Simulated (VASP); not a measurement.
Input:

```xyz
2
Lattice="0.0000 1.7804 1.7804 1.7804 0.0000 1.7804 1.7804 1.7804 0.0000" Properties=species:S:1:pos:R:3 pbc="T T T"
C      2.6706     2.6706     2.6706
C      1.7804     1.7804     1.7804
```

The numbers are results of r2SCAN+rVV10, VASP's PBE PAW potentials (set 64) (plane waves; VASP 6.6.1), not measurements. Run with 520 eV cut-off, 14×14×14 Γ-centred mesh, tetrahedra with Blöchl corrections, potentials C.

Q: Give the energies of bands 2 to 7 at the high-symmetry points, in eV from the valence-band maximum.

A: 
```
band     Γ       X       U       L       W
----  ----  ------  ------  ------  ------
2     0.00  -13.63  -12.54  -14.12  -12.84
3     0.00   -6.70   -9.81   -2.99   -8.78
4     0.00   -6.70   -5.71   -2.99   -8.78
5     5.84    4.97    5.94    8.88   11.25
6     5.84    4.97   11.33    8.88   11.25
7     5.84   17.95   15.27    9.18   12.97
```

The gap is indirect, 4.30 eV, from the valence maximum at Γ to the conduction minimum at (0.36, 0.36, 0.00).

The structure comes from a measured C entry (Fd-3m) of the Crystallography Open Database, whose conditions weren't checked. It was relaxed first.
